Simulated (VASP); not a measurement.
Output of a VASP run:

### OUTCAR
```
 ion  position               nearest neighbor table
   1  0.000  0.000  0.000-   2 1.86   2 1.86   2 1.92   2 1.92
   2  0.239  0.261  0.261-   1 1.86   1 1.86   1 1.92   1 1.92
  LATTYP: Found a face centered cubic cell.
 ALAT       =     4.3600000000
 Subroutine PRICEL returns:
 Original cell was already a primitive cell.
 Subroutine GETGRP returns: Found  4 space group operations
The static configuration has the point symmetry C_2v.
The dynamic configuration has the point symmetry C_2v.
 Subroutine INISYM returns: Found  4 space group operations
 Subroutine IBZKPT returns following result:
 Found    171 irreducible k-points:

 Following reciprocal coordinates:
            Coordinates               Weight
  0.000000  0.000000  0.000000      1.000000
  0.100000  0.000000  0.000000      4.000000
  0.000000  0.100000  0.000000      4.000000
  0.200000  0.000000  0.000000      4.000000
  0.000000  0.200000  0.000000      4.000000
  0.300000  0.000000  0.000000      4.000000
  0.000000  0.300000  0.000000      4.000000
  0.400000  0.000000  0.000000      4.000000
  0.000000  0.400000  0.000000      4.000000
  0.500000  0.000000  0.000000      2.000000
  0.000000  0.500000  0.000000      2.000000
  0.100000  0.100000  0.000000      4.000000
  0.000000  0.100000  0.100000      2.000000
  0.200000  0.100000  0.000000      8.000000
  0.000000  0.200000  0.100000      4.000000
  0.100000  0.000000  0.200000      8.000000
  0.100000 -0.100000 -0.100000      4.000000
  0.300000  0.100000  0.000000      8.000000
  0.000000  0.300000  0.100000      4.000000
  0.100000  0.000000  0.300000      8.000000
  0.200000 -0.100000 -0.100000      4.000000
  0.400000  0.100000  0.000000      8.000000
  0.000000  0.400000  0.100000      4.000000
  0.100000  0.000000  0.400000      8.000000
  0.300000 -0.100000 -0.100000      4.000000
  0.500000  0.100000  0.000000      8.000000
  0.000000  0.500000  0.100000      4.000000
  0.100000  0.000000  0.500000      8.000000
  0.400000 -0.100000 -0.100000      4.000000
 -0.400000  0.100000  0.000000      8.000000
  0.000000 -0.400000  0.100000      4.000000
  0.100000  0.000000 -0.400000      8.000000
  0.500000 -0.100000 -0.100000      4.000000
 -0.300000  0.100000  0.000000      8.000000
  0.000000 -0.300000  0.100000      4.000000
  0.100000  0.000000 -0.300000      8.000000
 -0.400000 -0.100000 -0.100000      4.000000
 -0.200000  0.100000  0.000000      8.000000
  0.000000 -0.200000  0.100000      4.000000
  0.100000  0.000000 -0.200000      8.000000
   k-points           NKPTS =    171   k-points in BZ     NKDIM =    171   number of bands    NBANDS=      8
   number of dos      NEDOS =    301   number of ions     NIONS =      2
   total plane-waves  NPLWV =  21952
   dimension x,y,z NGX =    28 NGY =   28 NGZ =   28
   dimension x,y,z NGXF=    56 NGYF=   56 NGZF=   56
   ions per type =               1   1
   PREC   = accura    normal or accurate (medium, high low for compatibility)
   ISTART =      0    job   : 0-new  1-cont  2-samecut
   ICHARG =      2    charge: 1-file 2-atom 10-const
   ISPIN  =      1    spin polarized calculation?
   LNONCOLLINEAR =      F non collinear calculations
   LSORBIT =      F    spin-orbit coupling
   INIWAV =      1    electr: 0-lowe 1-rand  2-diag
   ENCUT  =  600.0 eV  44.10 Ry    6.64 a.u.   6.16  6.16  6.16*2*pi/ulx,y,z
   NELM   =    100;   NELMIN=  2; NELMDL= -5     # of ELM steps
   EDIFF  = 0.1E-06   stopping-criterion for ELM
   LREAL  =      F    real-space projection
   NLSPLINE    = F    spline interpolate recip. space projectors
   LMAXMIX     =    2 max onsite mixed and CHGCAR
   VOSKOWN=      0    Vosko Wilk Nusair interpolation
   EDIFFG = 0.1E-05   stopping-criterion for IOM
   NSW    =      0    number of steps for IOM
   NBLOCK =      1;   KBLOCK =      1    inner block; outer block
   IBRION =     -1    ionic relax: 0-MD 1-quasi-New 2-CG
...
```

### OSZICAR
```
       N       E                     dE             d eps       ncg     rms          rms(c)
DAV:   1     0.629944492380E+01    0.62994E+01   -0.44553E+03  2808   0.948E+02
DAV:   2    -0.172871856226E+02   -0.23587E+02   -0.22545E+02  3944   0.115E+02
DAV:   3    -0.176919648458E+02   -0.40478E+00   -0.40478E+00  3208   0.188E+01
DAV:   4    -0.176931426842E+02   -0.11778E-02   -0.11778E-02  4384   0.110E+00
DAV:   5    -0.176931436293E+02   -0.94506E-06   -0.94506E-06  3232   0.195E-02    0.874E+00
DAV:   6    -0.159757657815E+02    0.17174E+01   -0.71241E+00  3016   0.150E+01    0.389E+00
DAV:   7    -0.159066699646E+02    0.69096E-01   -0.33401E-01  4216   0.406E+00    0.175E+00
DAV:   8    -0.158922490413E+02    0.14421E-01   -0.19539E-02  2920   0.121E+00    0.155E-01
DAV:   9    -0.158922255520E+02    0.23489E-04   -0.78430E-04  4424   0.223E-01    0.103E-01
DAV:  10    -0.158922651385E+02   -0.39586E-04   -0.86774E-05  3576   0.740E-02    0.214E-02
DAV:  11    -0.158922651690E+02   -0.30560E-07   -0.12066E-05  3784   0.222E-02    0.435E-03
DAV:  12    -0.158922653198E+02   -0.15075E-06   -0.53964E-07  2912   0.593E-03    0.670E-04
DAV:  13    -0.158922653537E+02   -0.33923E-07   -0.24017E-08  1968   0.151E-03
   1 F= -.15892265E+02 E0= -.15892265E+02  d E =-.209317E-13
```

File OUTCAR:
```
------------------------ aborting loop because EDIFF is reached ----------------------------------------
  FORCE on cell =-STRESS in cart. coord.  units (eV):
  Direction    XX          YY          ZZ          XY          YZ          ZX
  --------------------------------------------------------------------------------------
  Total       -0.0362371      0.0238005      0.0238005      0.0000000     -0.4252723      0.0000000
  in kB       -2.8019758      1.8403378      1.8403378      0.0000000    -32.8835129      0.0000000
  external PRESSURE =       0.2929000 kB  Pullay stress =       0.0000000 kB
  volume of cell :       20.72
      direct lattice vectors                 reciprocal lattice vectors
     0.000000000  2.180000000  2.180000000    -0.229357798  0.229357798  0.229357798
     2.180000000  0.000000000  2.180000000     0.229357798 -0.229357798  0.229357798
     2.180000000  2.180000000  0.000000000     0.229357798  0.229357798 -0.229357798
 POSITION                                       TOTAL-FORCE (eV/Angst)
 -----------------------------------------------------------------------------------
      0.00000      0.00000      0.00000         0.952298      0.000000      0.000000
      1.14000      1.09000      1.09000        -0.952298      0.000000      0.000000
 -----------------------------------------------------------------------------------
    total drift:                               -0.000042      0.000000      0.000000
  FREE ENERGIE OF THE ION-ELECTRON SYSTEM (eV)
  ---------------------------------------------------
  free  energy   TOTEN  =       -15.8922653537 eV

  energy  without entropy=      -15.8922653537  energy(sigma->0) =      -15.89226535
```
(Selected blocks of OUTCAR.)

File POSCAR:
```
SiC
1
    0.0000000000     2.1800000000     2.1800000000
    2.1800000000     0.0000000000     2.1800000000
    2.1800000000     2.1800000000     0.0000000000
Si C
1 1
Direct
  0.0000000000   0.0000000000   0.0000000000
  0.2385321101   0.2614678899   0.2614678899
```

**Question.** Reconstruct the remaining input files.

**Answer.** This is not unique; one that fits is the input of the run itself, PBEsol GGA, plane waves, VASP's PBE PAW potentials (set 64).

INCAR:
```
# general
SYSTEM  =  SiC
PREC    =  Accurate
ENCUT   =  600
LREAL   =  F
LASPH   =  T   # aspherical one-centre terms

# electronic loop
EDIFF   =  1E-7   # SCF stop (eV)
NELM    =  100   # most electronic steps
ALGO    =  Normal   # blocked Davidson

# smearing
ISMEAR  =  0   # Gaussian
SIGMA   =  0.05   # width (eV)

# functional
GGA     =  PS   # PBEsol

# ions
ISIF    =  2

# output
LWAVE   =  F
LCHARG  =  F
```

KPOINTS:
```
Automatic mesh
0
Gamma
10 10 10
0 0 0
```

POTCAR, in this order: Si C (PBE.64 set). Program: vasp_std.

The compound is SiC in the zinc blende structure. This cell was strained or had an atom moved on purpose.
